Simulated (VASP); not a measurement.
Write the native input for VASP 6.6.1 that does the following.

| Quantity | Value |
| --- | --- |
| Task | single point |
| Functional | LDA |
| Potentials or basis | VASP PAW LDA potentials, release 64 (Si) |
| Cutoff | 520 eV |
| k mesh | 12 × 12 × 12 |
| Occupations | gaussian, width 0.02 eV |
| Spin | no spin polarisation |
| Dipole correction | no |
| Further INCAR settings | ALGO = Normal; EDIFF = 1e-06; NBANDS = 11 |

The structure of Si lies in POSCAR:

```
Si
1.0
    0.0000000000      2.7007329269      2.7007329269
    2.7007329269      0.0000000000      2.7007329269
    2.7007329269      2.7007329269      0.0000000000
Si
2
Direct
    0.0000000000      0.0000000000      0.0000000000
    0.2500000000      0.2500000000      0.2500000000
```

The cell was built by a generator and needn't be a form met in nature.

The input as run:

INCAR

```
SYSTEM = Si
PREC = Accurate
ENCUT = 520
EDIFF = 1E-6
ISMEAR = 0
SIGMA = 0.02
LREAL = .False.
LASPH = .True.
NELM = 100
ALGO = Normal
ISIF = 2
LWAVE = .False.
LCHARG = .False.
NBANDS = 11
```

KPOINTS

```
Automatic mesh
0
Gamma
  12 12 12
  0 0 0
```

Potentials or basis: VASP PAW LDA potentials, release 64 (Si).

The run is started by

```bash
$ cat potpaw_LDA.64/Si/POTCAR > POTCAR
$ mpirun -np 1 vasp_std > vasp.out
```

Results of the run:

* Pressure: 0.1 GPa
* Band gap on the k mesh: 0.44 eV, indirect (least direct gap 2.53 eV)

Run time: 16 s on 1 thread of Intel(R) Xeon(R) 6975P-C (Granite Rapids) (shared host), peak memory 0.15 GiB.
